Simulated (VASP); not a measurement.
**MgI2: structure and properties in VASP**

What structure does MgI2 take at this level, and what are its properties? The steps: full relaxation (AM05 + D4), density, ELF and potential (AM05 + D4), band structure (AM05 + D4), density of states (AM05 + D4), vibrations at Γ (AM05 + D4), NMR shifts (AM05 + D4), band structure (r2SCAN), dielectric tensor and Born charges (AM05 + D4) and relaxing the atoms (AM05 + D4) with a changed input. The start is a cell from a database of measured crystal structures.

Calculated with VASP 6.6.1; AM05 with D4; plane waves and PAW (I, Mg), in the first sound run; inputs show where later runs differ.

The database entry behind the starting cell has ideal inner coordinates that were not refined, so it need not match the best structure at ambient conditions.

## 1. The starting structure

Before any relaxation, the start is as follows. Symmetry: P-3m1, No. 164, trigonal system. Conventional cell: a = 4.140 Å, b = 4.140 Å, c = 6.880 Å, α = 90.00°, β = 90.00°, γ = 120.00°. Nearest to I lie 3 Mg at 2.94 Å. Mg has 6 I at 2.94 Å nearest. Farther neighbours and most contacts between anions are not listed.

Coordinates:

```xyz
3
Lattice="4.1400 0.0000 0.0000 -2.0700 3.5853 0.0000 0.0000 0.0000 6.8800" Properties=species:S:1:pos:R:3 pbc="T T T"
I     2.0700    1.1951    5.1600
I     0.0000    2.3902    1.7200
Mg    0.0000    0.0000    0.0000
```

## 2. Full relaxation (AM05 + D4)

The start need not lie at this functional's minimum. ISIF = 3 frees volume, shape and positions, and EDIFFG sets the threshold on forces and stress at which the search stops. AM05 is built from the electron gas and the surface model, and does well on lattice constants. A dispersion term adds the long-range attraction that semilocal functionals lack. D4 lets the coefficients depend on atomic charges too.

INCAR reads:

```
SYSTEM = MgI2
PREC = Accurate
ENCUT = 400
EDIFF = 1E-06
NELM = 100
ISMEAR = -1
SIGMA = 0.05
LREAL = .FALSE.
ALGO = Normal
GGA = AM
IVDW = 13
LORBIT = 11
LWAVE = .FALSE.
LCHARG = .FALSE.
IBRION = 2
NSW = 60
ISIF = 3
EDIFFG = -0.01
```

POSCAR reads:

```
MgI2
1.0
    4.1400000000      0.0000000000      0.0000000000
   -2.0700000000      3.5853451717      0.0000000000
    0.0000000000      0.0000000000      6.8800000000
I Mg
2 1
Direct
    0.6666666667      0.3333333333      0.7500000000
    0.3333333333      0.6666666667      0.2500000000
    0.0000000000      0.0000000000      0.0000000000
```

KPOINTS reads:

```
Automatic mesh
0
Gamma
6 6 4
0 0 0
```

PAW data sets: I and Mg (PBE family, release 64).

Command:

```
$ mpirun -np 1 vasp_std
```

The program printed:

```text
[banner, memory and clock lines left out]
running    1 mpi-ranks, on    1 nodes
 distrk:  each k-point on    1 cores,    1 groups
 distr:  one band on    1 cores,    1 groups

 POSCAR found type information on POSCAR I Mg
 POSCAR found :  2 types and       3 ions
|                                                                             |
|               ----> ADVICE to this user running VASP <----                  |
|                                                                             |
|     You enforced a specific xc type in the INCAR file but a different       |
|     [... a line on the potential file left out ...]
|     I HOPE YOU KNOW WHAT YOU ARE DOING!                                     |
|                                                                             |

 LDA part: xc-table for (Slater+PW92), standard interpolation
 POSCAR, INCAR and KPOINTS ok, starting setup
 FFT: planning ... GRIDC
 FFT: planning ... GRID_SOFT
 FFT: planning ... GRID
 WAVECAR not read
 entering main loop
       N       E                     dE             d eps       ncg     rms          rms(c)
DAV:   1     0.703105982243E+02    0.70311E+02   -0.51095E+03   576   0.842E+02
DAV:   2    -0.263731095273E+01   -0.72948E+02   -0.67425E+02   864   0.142E+02
DAV:   3    -0.783734765179E+01   -0.52000E+01   -0.51819E+01   732   0.453E+01
DAV:   4    -0.793276078154E+01   -0.95413E-01   -0.95395E-01   764   0.771E+00
DAV:   5    -0.793404760001E+01   -0.12868E-02   -0.12868E-02   732   0.902E-01    0.411E+00
DAV:   6    -0.778395768129E+01    0.15009E+00   -0.16127E-01   636   0.223E+00    0.270E+00
DAV:   7    -0.775101187354E+01    0.32946E-01   -0.13762E-01   648   0.210E+00    0.734E-01
DAV:   8    -0.774949841331E+01    0.15135E-02   -0.87170E-03   660   0.589E-01    0.289E-01
DAV:   9    -0.774960943149E+01   -0.11102E-03   -0.11649E-03   704   0.262E-01    0.964E-02
DAV:  10    -0.774959542997E+01    0.14002E-04   -0.30333E-05   688   0.460E-02    0.417E-02
DAV:  11    -0.774960284379E+01   -0.74138E-05   -0.10802E-05   656   0.240E-02    0.991E-03
DAV:  12    -0.774960501560E+01   -0.21718E-05   -0.26688E-06   656   0.115E-02    0.969E-03
DAV:  13    -0.774960554620E+01   -0.53060E-06   -0.25005E-07   464   0.349E-03
   1 F= -.82602718E+01 E0= -.82602718E+01  d E =-.826027E+01
 curvature:   0.00 expect dE= 0.000E+00 dE for cont linesearch  0.000E+00
 trial: gam= 0.00000 g(F)=  0.110E-01 g(S)=  0.199E-01 ort = 0.000E+00 (trialstep = 0.100E+01)
 search vector abs. value=  0.309E-01
 bond charge predicted
       N       E                     dE             d eps       ncg     rms          rms(c)
DAV:   1    -0.781322075577E+01   -0.63616E-01   -0.13628E+00   652   0.654E+00    0.126E+00
DAV:   2    -0.776380575368E+01    0.49415E-01   -0.83844E-02   596   0.189E+00    0.599E-01
DAV:   3    -0.775157699581E+01    0.12229E-01   -0.38738E-02   620   0.999E-01    0.357E-01
DAV:   4    -0.775136957958E+01    0.20742E-03   -0.72458E-04   768   0.209E-01    0.351E-01
DAV:   5    -0.775106930297E+01    0.30028E-03   -0.73374E-04   652   0.153E-01    0.230E-02
DAV:   6    -0.775106719350E+01    0.21095E-05   -0.44772E-05   648   0.470E-02    0.129E-02
DAV:   7    -0.775107067305E+01   -0.34795E-05   -0.78139E-06   644   0.197E-02    0.548E-03
DAV:   8    -0.775107161162E+01   -0.93858E-06   -0.95654E-07   512   0.708E-03
   2 F= -.82765975E+01 E0= -.82765975E+01  d E =-.163257E-01
[...]
3 F= -.82766219E+01 E0= -.82766219E+01  d E =-.163501E-01
[...]
4 F= -.82779816E+01 E0= -.82779816E+01  d E =-.135962E-02
[...]
5 F= -.82801961E+01 E0= -.82801961E+01  d E =-.357414E-02
[...]
6 F= -.82803940E+01 E0= -.82803940E+01  d E =-.377205E-02
[...]
7 F= -.82818062E+01 E0= -.82818062E+01  d E =-.141225E-02
 ZBRENT: can't locate minimum, use default step
 trial-energy change:   -0.001412  1 .order   -0.001413   -0.001604   -0.001223
 step:   7.2457(harm=  7.6247)  dis= 0.02998  next Energy=    -8.283770 (dE=-0.338E-02)
 bond charge predicted
       N       E                     dE             d eps       ncg     rms          rms(c)
DAV:   1    -0.779308836552E+01   -0.25780E-01   -0.18829E+00   576   0.763E+00    0.712E-01
DAV:   2    -0.778320444076E+01    0.98839E-02   -0.65278E-02   632   0.179E+00    0.361E-01
DAV:   3    -0.777663415781E+01    0.65703E-02   -0.95926E-03   696   0.585E-01    0.165E-01
DAV:   4    -0.777579594091E+01    0.83822E-03   -0.17194E-03   692   0.254E-01    0.157E-01
DAV:   5    -0.777578929604E+01    0.66449E-05   -0.31767E-04   660   0.117E-01    0.347E-02
DAV:   6    -0.777577888806E+01    0.10408E-04   -0.51966E-05   664   0.423E-02    0.176E-02
DAV:   7    -0.777578332519E+01   -0.44371E-05   -0.41413E-06   628   0.154E-02    0.785E-03
DAV:   8    -0.777578514940E+01   -0.18242E-05   -0.15477E-06   572   0.921E-03    0.139E-03
DAV:   9    -0.777578540659E+01   -0.25720E-06   -0.27704E-07   396   0.416E-03
   8 F= -.82839433E+01 E0= -.82839433E+01  d E =-.354932E-02
 curvature:  -6.07 expect dE=-0.817E-04 dE for cont linesearch -0.727E-04
 trial: gam=-0.07877 g(F)=  0.859E-05 g(S)=  0.488E-05 ort = 0.130E-03 (trialstep = 0.290E+01)
 search vector abs. value=  0.174E-05
 reached required accuracy - stopping structural energy minimisation
```

It took 2 min on 1 MPI rank of AMD EPYC 7R43, shared host; peak memory 0.16 GiB.

Lines that name or quote the potential files are left out of all logs, and their timing lines are given in words.

Parts of OUTCAR (step 2):

```text
ion  position               nearest neighbor table
   1  0.667  0.333  0.750-   3 2.94   3 2.94   3 2.94
   2  0.333  0.667  0.250-   3 2.94   3 2.94   3 2.94
   3  0.000  0.000  0.000-   1 2.94   2 2.94   1 2.94   2 2.94   1 2.94   2 2.94

  LATTYP: Found a hexagonal cell.
 ALAT       =     4.1400000000
 C/A-ratio  =     1.6618357488

 Subroutine GETGRP returns: Found 12 space group operations
 (whereof 12 operations were pure point group operations)

The static configuration has the point symmetry D_3d.

 Found     24 irreducible k-points:

   k-points           NKPTS =     24   k-points in BZ     NKDIM =     24   number of bands    NBANDS=     12

   dimension x,y,z NGX =    28 NGY =   28 NGZ =   48
   dimension x,y,z NGXF=    56 NGYF=   56 NGZF=   96

   ENCUT  =  400.0 eV  29.40 Ry    5.42 a.u.   6.75  6.75 11.22*2*pi/ulx,y,z

   NELECT =      16.0000    total number of electrons

 k-points in reciprocal lattice and weights: Automatic mesh
   0.00000000  0.00000000  0.00000000       0.007
   0.16666667 -0.00000000  0.00000000       0.042
   0.33333333  0.00000000  0.00000000       0.042
   0.50000000  0.00000000  0.00000000       0.021
   0.16666667  0.16666667  0.00000000       0.042
   0.33333333  0.16666667  0.00000000       0.083
   0.33333333  0.33333333  0.00000000       0.014
   0.00000000  0.00000000  0.25000000       0.014
   0.16666667 -0.00000000  0.25000000       0.042
[...]
0.33333333  0.16666667  0.50000000       0.083
   0.33333333  0.33333333  0.50000000       0.014

 average (electrostatic) potential at core
       1 -92.0707       2 -92.0707       3 -38.4036

 E-fermi :   3.3260

 k-point     1 :       0.0000    0.0000    0.0000
  band No.  band energies     occupation
    ...
      4       1.8616      2.00000
      5       1.8616      2.00000
      6       2.2011      2.00000
      7       2.2333      2.00000
      8       2.2333      2.00000
      9       6.0496      0.00000
     10       7.0543      0.00000
     11       9.0028      0.00000
     12       9.0028      0.00000

 k-point     2 :       0.1667   -0.0000    0.0000
  band No.  band energies     occupation
    ...
      4       0.8338      2.00000
      5       1.3498      2.00000
      6       1.5449      2.00000
      7       2.1223      2.00000
      8       2.1655      2.00000
      9       6.9273      0.00000
     10       7.6768      0.00000
     11       8.5019      0.00000
     12       9.3878      0.00000

 k-point     3 :       0.3333    0.0000    0.0000
  band No.  band energies     occupation
    ...
      4      -0.3736      2.00000
      5       0.3084      2.00000
      6       1.0939      2.00000
      7       1.7776      2.00000
      8       1.9346      2.00000
      9       6.3685      0.00000
     10       7.7287      0.00000
     11       8.1894      0.00000
     12       9.4350      0.00000

  DFT-D4 for vdW energy calculation

  Edisp (eV):   -0.50816

  Total      -0.00777    -0.00777     0.01351     0.00000     0.00000    -0.00000
  in kB      -0.12149    -0.12149     0.21120     0.00000     0.00000    -0.00000
  external pressure =       -0.01 kB  Pullay stress =        0.00 kB

  energy-cutoff  :      400.00
  volume of cell :      102.50
      direct lattice vectors                 reciprocal lattice vectors
     4.122621997 -0.000000000 -0.000000000     0.242564077  0.140044435 -0.000000000
    -2.061310998  3.570295380  0.000000000     0.000000000  0.280088870 -0.000000000
    -0.000000000  0.000000000  6.963754395     0.000000000  0.000000000  0.143600699

 POSITION                                       TOTAL-FORCE (eV/Angst)
 -----------------------------------------------------------------------------------
      2.06131      1.19010      5.29822        -0.000000      0.000000      0.009436
     -0.00000      2.38020      1.66553         0.000000     -0.000000     -0.009436
     -0.00000      0.00000      6.96375        -0.000000     -0.000000     -0.000000
 -----------------------------------------------------------------------------------
    total drift:                               -0.000000      0.000000      0.000000

  FREE ENERGIE OF THE ION-ELECTRON SYSTEM (eV)
  ---------------------------------------------------
  free  energy   TOTEN  =        -8.2839433028 eV

  energy  without entropy=       -8.2839433027  energy(sigma->0) =       -8.28394330

 reached required accuracy - stopping structural energy minimisation

 total charge
# of ion       s       p       d       tot
------------------------------------------
    1        1.501   2.823   0.013   4.337
    2        1.501   2.823   0.013   4.337
    3        0.139   0.115   0.029   0.283
--------------------------------------------------
tot          3.141   5.761   0.056   8.957

[... 3 further parts left out ...]
```

CONTCAR:

```
MgI2
   1.00000000000000
     4.1226219968719571   -0.0000000000000001   -0.0000000000000000
    -2.0613109984359785    3.5702953795236354    0.0000000000000000
    -0.0000000000000000    0.0000000000000001    6.9637543950251199
  I               Mg
     2     1
Direct
     0.6666666667000030    0.3333333332999970    0.7608283186650421
     0.3333333332999970    0.6666666667000030    0.2391716813349579
     0.0000000000000000    0.0000000000000000    1.0000000000000000
```

The gap is read on the k-mesh alone, so it is an upper bound where the band edges lie off the mesh, and a coarse mesh can show a gap where there is none. The PAW data sets were made with PBE, which is usual practice but a small mismatch for other functionals. The run keeps the 12 symmetry operations of its start, so it cannot find a distortion of lower symmetry.

Step by step:

```
step  energy less that of the first step (eV)  largest force (eV/Å)  pressure (GPa)  volume (Å³)
   1                                   0.0000                0.3377           -0.99       102.12
   2                                  -0.0163                0.1065            0.13        99.05
   3                                  -0.0163                0.0961            0.17        98.93
   4                                  -0.0177                0.0808            0.15        99.31
   5                                  -0.0199                0.0378            0.04       100.39
   6                                  -0.0201                0.0210            0.00       100.81
   7                                  -0.0215                0.0173            0.00       101.24
   8                                  -0.0237                0.0094            0.00       102.50
```

```
conventional cell, symmetrised  before  after  change
                         a (Å)   4.140  4.123  -0.4 %
                         b (Å)   4.140  4.123  -0.4 %
                         c (Å)   6.880  6.964  +1.2 %
              volume (Å³/atom)   34.04  34.17  +0.4 %
```

The atoms that moved most (Å, as changes of fractional coordinates times the final cell):

```
atom     dx     dy      dz  length
  I1  0.000  0.000   0.075   0.075
  I2  0.000  0.000  -0.075   0.075
```

Final coordinates:

```xyz
3
Lattice="4.1226 0.0000 0.0000 -2.0613 3.5703 0.0000 0.0000 0.0000 6.9638" Properties=species:S:1:pos:R:3 pbc="T T T"
I     2.0613    1.1901    5.2982
I     0.0000    2.3802    1.6655
Mg    0.0000    0.0000    0.0000
```

This step gave:

- electrons: 16
- bands: 12
- irreducible k-points: 24
- symmetry operations: 12
- free energy (TOTEN): -8.284 eV
- Fermi energy: 3.326 eV
- pressure: -0.001059 GPa
- metallic, judged on the points sampled: no
- valence top at k: 0, 0, 0
- conduction bottom at k: 0.5, 0, 0.25
- least direct gap at k: 0, 0, 0
- SCF cycles over all ionic steps: 59
- gap on the k-mesh: 3.605 eV
- least direct gap on the k-mesh: 3.816 eV

It ends with a largest force of 0.009 eV/Å and a pressure of 0.00 GPa. The volume lies +0.4 % from that of the database's start.

[end of part 1 of 7]

[Lines on the potential files, build, host, timing and source positions are cut from VASP's logs without a mark.]

[Logs are printed without paths, hosts, clocks, repeated set-up lines and the standing remarks that a program may print on its own settings, such as how far it seeks lower states.]

[Hosts, paths, dates, database ids (printed as entryN), source tags and the programs' standing remarks are cut or masked in the printed files.]

[A measured line is paired with the nearest computed mode of its activity, which favours agreement.]

[In band tables of VASP the shares of atoms and orbitals are scaled to a sum of 1 inside the atoms' spheres.]
